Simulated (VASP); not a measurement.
Data:

```
CELL_PARAMETERS angstrom
      3.32011     0.00000     0.00000
     -1.66006     2.87530     0.00000
      0.00000     0.00000     2.53156
ATOMIC_POSITIONS crystal
  Co 0.00000 0.00000 0.00000
  Si 0.66667 0.33333 0.50000
```

Computed with PBEsol GGA, VASP's PBE PAW potentials (set 64) (plane waves; VASP). Settings: 400 eV cut-off, Gaussian smearing of 0.050 eV, potentials Co Si.

Problem. Give the energies of bands 1 to 9 at the high-symmetry points, in eV from the Fermi level.

Solution. 
```tsv
band	Γ	M	K	A	L	H
1	-12.66	-9.84	-9.35	-7.34	-6.27	-5.83
2	-3.38	-6.85	-6.02	-7.13	-5.29	-5.07
3	-3.15	-3.30	-5.03	-2.90	-3.44	-4.62
4	-3.15	-1.79	-1.84	-2.90	-2.88	-1.56
5	-0.89	-1.29	-1.47	-2.04	-1.30	-1.53
6	-0.89	-1.07	-1.23	-2.04	-1.13	-0.92
7	4.07	-0.98	-1.11	0.80	-0.61	0.55
8	4.07	0.09	-0.54	6.60	2.70	2.23
9	6.10	5.94	10.77	6.60	3.01	2.28
```

It has no gap at this level: it comes out as a metal or semimetal.

The structure was generated: CoSi was put into the WC type (P-6m2), which need not be its known phase. It was relaxed first. The run is not spin-polarised, so no magnetic state was tried. The electron count is odd and the run is not spin-polarised, which forces a metal.
